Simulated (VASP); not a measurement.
A VASP calculation is set up with these files.

POSCAR:
```
Cd4TeSe3
1
    4.4149032602     0.0000000000     0.0000000000
    0.0000000000     8.8291390258     0.0000000000
    0.0000000000     0.0000000000     6.2044931718
Cd Te Se
4 1 3
Direct
  0.0000000000   0.2375652015   0.0091038188
  0.0000000000   0.7624347985   0.0091038188
  0.5000000000   0.0000000000   0.5074686684
  0.5000000000   0.5000000000   0.4739472381
  0.0000000000   0.5000000000   0.7519155437
  0.5000000000   0.2421911592   0.2502409856
  0.5000000000   0.7578088408   0.2502409856
  0.0000000000   0.0000000000   0.7479889408
```

INCAR:
```
METAGGA  =  R2SCAN
ENCUT  =  400   # plane-wave cut-off (eV)
ISMEAR  =  0   # Gaussian
LCHARG  =  .FALSE.
LMIXTAU  =  .TRUE.
NSW  =  60
SIGMA  =  0.05   # width (eV)
ALGO  =  Normal
LWAVE  =  .FALSE.
IBRION  =  2
PREC  =  Accurate
EDIFFG  =  -0.02
ISIF  =  3
LMAXMIX  =  4
NELM  =  100   # most electronic steps
SYSTEM  =  Cd4TeSe3
LASPH  =  .TRUE.   # aspherical one-centre terms
LREAL  =  .FALSE.
EDIFF  =  1E-6   # SCF stop (eV)
```

KPOINTS:
```
Automatic mesh
0
Gamma
5 3 4
0 0 0
```

POTCAR, in this order: Cd Te Se (PBE.64 set). Program: vasp_std.

Problem. Translate this r2SCAN calculation to Ansatz.

Solution. One equivalent input (not run):
Ansatz 0.2 input:
```yaml
crystal:
  lattice:
    - [4.4149033, 0.0000000, 0.0000000]
    - [0.0000000, 8.8291390, 0.0000000]
    - [0.0000000, 0.0000000, 6.2044932]
  atoms:
    - { symbol: Cd, position: [0.0000000, 0.2375652, 0.0091038] }
    - { symbol: Cd, position: [0.0000000, 0.7624348, 0.0091038] }
    - { symbol: Cd, position: [0.5000000, 0.0000000, 0.5074687] }
    - { symbol: Cd, position: [0.5000000, 0.5000000, 0.4739472] }
    - { symbol: Te, position: [0.0000000, 0.5000000, 0.7519155] }
    - { symbol: Se, position: [0.5000000, 0.2421912, 0.2502410] }
    - { symbol: Se, position: [0.5000000, 0.7578088, 0.2502410] }
    - { symbol: Se, position: [0.0000000, 0.0000000, 0.7479889] }
kpoints:
  mp_grid: { grid: [5, 3, 4] }
hamiltonian:
  xc: r2scan
  pseudopotentials: { kind: paw }
scf:
  occupations: { method: gaussian, width: 0.05 }
  max_iter: 100
relax:
  max_steps: 60
  f_tol: 0.02
  cell: {}
output: { forces: true, stress: true, eigenvalues: true }
```
Limits of the translation: each code has its own PAW files, so the cut-off isn't converted (ENCUT is set for VASP's; basis.ecutwfc is left out, and Ansatz then takes the one that its files recommend); Ansatz stops its SCF on the density residual and VASP on the energy change (EDIFF).

The structure comes from a computed database's Cd4TeSe3 entry (Pmm2); how it stands against other phases isn't given here. This run relaxes it. Symmetry was kept, so distortions that lower it aren't found. The start is the result of an earlier pass.
